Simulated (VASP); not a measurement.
Level of theory: PBEsol GGA, VASP's PBE PAW potentials (set 64) (plane waves; VASP 6.6.1).

Input for VASP

File KPOINTS:
```
k-points along high-symmetry lines
15
Line-mode
Reciprocal
  0.000000   0.000000   0.000000 ! GAMMA
  0.000000   0.500000   0.000000 ! X

  0.000000   0.500000   0.000000 ! X
  0.500000   0.500000   0.000000 ! M

  0.500000   0.500000   0.000000 ! M
  0.000000   0.000000   0.000000 ! GAMMA

  0.000000   0.000000   0.000000 ! GAMMA
  0.500000   0.500000   0.500000 ! R

  0.500000   0.500000   0.500000 ! R
  0.000000   0.500000   0.000000 ! X

  0.500000   0.500000   0.500000 ! R
  0.500000   0.500000   0.000000 ! M
```

**POSCAR**
```
Be3MgTe4
1
    5.8328902272     0.0000000000     0.0000000000
    0.0000000000     5.8328902272     0.0000000000
    0.0000000000    -0.0000000000     5.8328902272
Mg Te Be
1 4 3
Direct
  0.0000000000   1.0000000000   1.0000000000
  0.2666445223   0.2666445223   0.2666445223
  0.7333554777   0.7333554777   0.2666445223
  0.7333554777   0.2666445223   0.7333554777
  0.2666445223   0.7333554777   0.7333554777
  0.5000000000   0.5000000000   1.0000000000
  0.5000000000   0.0000000000   0.5000000000
  0.0000000000   0.5000000000   0.5000000000
```

INCAR:
```
SYSTEM  =  Be3MgTe4
PREC  =  Accurate; ENCUT  =  400; LREAL  =  .FALSE.
LASPH  =  .TRUE.; ICHARG  =  11
EDIFF  =  1E-7; NELM  =  100; ALGO  =  Normal
LMAXMIX  =  4
ISMEAR  =  0; SIGMA  =  0.05
GGA  =  PS
LWAVE  =  .FALSE.; LCHARG  =  .FALSE.; LORBIT  =  11
```

POTCAR, in this order: Mg Te Be (PBE.64 set). Program: vasp_std. Read from the step before: CHGCAR.

Output

File OSZICAR:
```
       N       E                     dE             d eps       ncg     rms          rms(c)
DAV:   1     0.112151392039E+03    0.11215E+03   -0.99809E+03  3780   0.980E+02
DAV:   2    -0.201821911942E+02   -0.13233E+03   -0.12617E+03  5292   0.159E+02
DAV:   3    -0.295666895251E+02   -0.93845E+01   -0.92981E+01  4846   0.489E+01
DAV:   4    -0.298011143216E+02   -0.23442E+00   -0.23404E+00  5092   0.887E+00
DAV:   5    -0.298069413658E+02   -0.58270E-02   -0.58253E-02  4808   0.137E+00
DAV:   6    -0.298071685767E+02   -0.22721E-03   -0.22719E-03  5294   0.230E-01
DAV:   7    -0.298071741853E+02   -0.56086E-05   -0.56083E-05  4828   0.331E-02
DAV:   8    -0.298071744219E+02   -0.23668E-06   -0.23664E-06  4191   0.602E-03
DAV:   9    -0.298071744348E+02   -0.12813E-07   -0.12833E-07  3580   0.140E-03
   1 F= -.29807174E+02 E0= -.29807174E+02  d E =-.104954E-12
```

**OUTCAR**
```
 val. band max:        4.1491496452   @ k =   0.0000   0.0000   0.0000

 cond. band min:       6.1262605350   @ k =   0.0000   0.0000   0.0000



 k-point     1 :       0.0000    0.0000    0.0000
  band No.  band energies     occupation
      1      -7.6669      2.00000
      2      -6.0918      2.00000
      3      -6.0918      2.00000
      4      -6.0918      2.00000
      5      -0.6901      2.00000
      6      -0.6901      2.00000
      7      -0.1028      2.00000
      8       1.7437      2.00000
      9       1.7437      2.00000
     10       1.7437      2.00000
     11       1.8745      2.00000
     12       1.8745      2.00000
     13       1.8745      2.00000
     14       4.1491      2.00000
     15       4.1491      2.00000
     16       4.1491      2.00000
     17       6.1263      0.00000
     18       6.1263      0.00000
     19       6.1263      0.00000
     20       6.6602      0.00000
     21       6.9644      0.00000

 k-point     2 :       0.0000    0.0357    0.0000
  band No.  band energies     occupation
      1      -7.6635      2.00000
      2      -6.0988      2.00000
      3      -6.0915      2.00000
      4      -6.0915      2.00000
      5      -0.6868      2.00000
      6      -0.6805      2.00000
      7      -0.0957      2.00000
      8       1.7337      2.00000
      9       1.7337      2.00000
     10       1.7339      2.00000
     11       1.8628      2.00000
     12       1.8811      2.00000
     13       1.8811      2.00000
     14       4.1193      2.00000
     15       4.1388      2.00000
     16       4.1388      2.00000
     17       6.1279      0.00000
     18       6.1460      0.00000
     19       6.1460      0.00000
     20       6.6795      0.00000
     21       6.9820      0.00000

 k-point     3 :       0.0000    0.0714    0.0000
  band No.  band energies     occupation
      1      -7.6532      2.00000
      2      -6.1193      2.00000
      3      -6.0906      2.00000
      4      -6.0906      2.00000
...
```

The density is held fixed in this step, so its total energy and stress have no physical meaning. Unless said otherwise, spin-orbit coupling is left out, though it shifts the bands of the heavy elements here.

The structure was generated: Be3MgTe4 was put into an ordered model structure (P-43m), which need not be its known phase. It was relaxed first.
